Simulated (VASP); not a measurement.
Level of theory: MS2 meta-GGA, VASP's PBE PAW potentials (set 64) (plane waves; VASP 6.6.1).

VASP ran on this input.

INCAR:
```
! general
SYSTEM   =  CaO
PREC     =  Accurate
ENCUT    =  520   ! plane-wave cut-off (eV)
LREAL    =  F
LASPH    =  T

! electronic loop
EDIFF    =  1E-7   ! SCF stop (eV)
NELM     =  100   ! most electronic steps
ALGO     =  Normal   ! blocked Davidson
LMIXTAU  =  T

! smearing
ISMEAR   =  0   ! Gaussian
SIGMA    =  0.05   ! width (eV)

! functional
METAGGA  =  MS2

! ions
ISIF     =  2   ! forces and stress, cell fixed

! output
LWAVE    =  F
LCHARG   =  F
```

File KPOINTS:
```
K-points
0
gamma
  9 9 9
```

File POSCAR:
```
CaO
1
    0.0000000000     2.4093544507     2.4093544507
    2.4093544507     0.0000000000     2.4093544507
    2.4093544507     2.4093544507     0.0000000000
Ca O
1 1
Direct
  0.0000000000   1.0000000000   1.0000000000
  0.5000000000   0.5000000000   0.5000000000
```

POTCAR, in this order: Ca_sv O (PBE.64 set). Program: vasp_std.

Task: What does the run give for the energy per atom (σ→0)?

Result: 
```json
{
 "energy per atom (σ→0)": "-10.262 eV/atom"
}
```

OSZICAR:
```
...
DAV:  16    -0.205237283759E+02   -0.42834E-04   -0.26975E-05   936   0.753E-02    0.426E-03
DAV:  17    -0.205237251454E+02    0.32306E-05   -0.46077E-06  1108   0.289E-02    0.194E-03
DAV:  18    -0.205237221262E+02    0.30192E-05   -0.31367E-06   912   0.219E-02    0.418E-04
DAV:  19    -0.205237212673E+02    0.85882E-06   -0.21625E-07   936   0.687E-03    0.393E-04
DAV:  20    -0.205237214488E+02   -0.18147E-06   -0.14521E-08   472   0.144E-03    0.319E-04
DAV:  21    -0.205237220622E+02   -0.61340E-06   -0.13359E-08   440   0.162E-03    0.109E-04
DAV:  22    -0.205237220984E+02   -0.36200E-07   -0.32405E-09   428   0.632E-04
   1 F= -.20523722E+02 E0= -.20523722E+02  d E =-.594513E-24
```

The compound is CaO in the rock salt structure. It was relaxed first.
